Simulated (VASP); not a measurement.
Method: PBEsol GGA, VASP's PBE PAW potentials (set 64) (plane waves; VASP). Each cell was relaxed at this level.

### Question
Which of these has an unstable (imaginary) mode at Γ?
A) HgTe, P3_121 (152)
B) TlBiTe2, P4/mmm (123)
C) Tl, P6_3/mmc (194)
D) Ni3Si, Pm-3m (221)

### Answer
B, TlBiTe2, P4/mmm (123). Its optical Γ-point modes are 64i, 23 (×2), 44, 54 (×2), 101 (×2), 114 cm⁻¹.
